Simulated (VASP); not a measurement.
A run of VASP 6.6.1 is set up as follows.

INCAR

```
PREC = Accurate ; ENCUT = 700
EDIFF = 1E-7 ; ISMEAR = 0
SIGMA = 0.1 ; LREAL = F
LASPH = T ; NELM = 80
ALGO = Normal ; ISIF = 3
LWAVE = F ; LCHARG = F
GGA = PE ; IBRION = 2
NSW = 80 ; EDIFFG = -0.002
```

File KPOINTS:

```
Automatic mesh
0
Gamma
  18 18 18
```

File POSCAR:

```
Al
1.0
    0.0000000000      2.0248050000      2.0248050000
    2.0248050000      0.0000000000      2.0248050000
    2.0248050000      2.0248050000      0.0000000000
Al
1
Direct
    0.0000000000      0.0000000000      0.0000000000
```

Potentials or basis: VASP PAW PBE potentials, release 64 (Al).

The run is started by

```bash
$ cat potpaw_PBE.64/Al/POTCAR > POTCAR
$ mpirun -np 1 vasp_std > vasp.out
```

Task: Predict the relaxed volume.

Result: 16.49 Å³/atom.

Task: Estimate the relaxed cell.

Result: a = 2.857 Å, b = 2.857 Å, c = 2.857 Å, α = 60.00°, β = 60.00°, γ = 60.00°.

Final structure:
```yaml
crystal:
  lattice:
    - [0.00000, 2.02034, 2.02034]
    - [2.02034, 0.00000, 2.02034]
    - [2.02034, 2.02034, 0.00000]
  atoms:
    - { symbol: Al, position: [0.00000, 0.00000, 0.00000] }
```
